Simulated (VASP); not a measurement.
Calculation: PBE GGA, VASP's PBE PAW potentials (set 64) (plane waves; VASP).

VASP input:

### KPOINTS
```
K-points
0
Gamma
  10 10 5
```

### INCAR
```
! general
SYSTEM   =  Zn
PREC     =  Accurate
ENCUT    =  300
LREAL    =  F
LASPH    =  T

! electronic loop
EDIFF    =  1E-6
NELM     =  100
ALGO     =  Normal
LMAXMIX  =  4

! smearing
ISMEAR   =  0
SIGMA    =  0.2

! functional
GGA      =  PE

! ions
ISIF     =  2

! output
LWAVE    =  F
LCHARG   =  F
```

### POSCAR
```
Zn
1
    1.3300000000    -2.3036280000     0.0000000000
    1.3300000000     2.3036280000     0.0000000000
    0.0000000000     0.0000000000     4.9500000000
Zn
2
Direct
  0.3333330000   0.6666670000   0.2500000000
  0.6666670000   0.3333330000   0.7500000000
```

POTCAR, in this order: Zn (PBE.64 set). Program: vasp_std.

Question: Predict the energy per atom (σ→0), band gap (on the k-mesh).

Answer: 
```json
{
 "energy per atom (σ→0)": "-1.116 eV/atom",
 "band gap (on the k-mesh)": "none (metal, semimetal or under 0.01 eV)"
}
```

OSZICAR:
```
...
DAV:   5    -0.243919415670E+01   -0.48297E-05   -0.48300E-05  1640   0.644E-02    0.403E+00
DAV:   6    -0.224967561418E+01    0.18952E+00   -0.89742E-01  1368   0.201E+01    0.301E+00
DAV:   7    -0.224012030882E+01    0.95553E-02   -0.24417E-02  1680   0.274E+00    0.154E+00
DAV:   8    -0.223548914638E+01    0.46312E-02   -0.15158E-03  1784   0.669E-01    0.446E-02
DAV:   9    -0.223549274560E+01   -0.35992E-05   -0.23792E-04  1864   0.214E-01    0.309E-02
DAV:  10    -0.223549458810E+01   -0.18425E-05   -0.22292E-05  1504   0.666E-02    0.243E-03
DAV:  11    -0.223549430905E+01    0.27904E-06   -0.11679E-07   912   0.371E-03
   1 F= -.22354943E+01 E0= -.22328253E+01  d E =-.533810E-02
```

The structure is a typed Zn crystal (P6_3/mmc). The cell was not relaxed at this level.
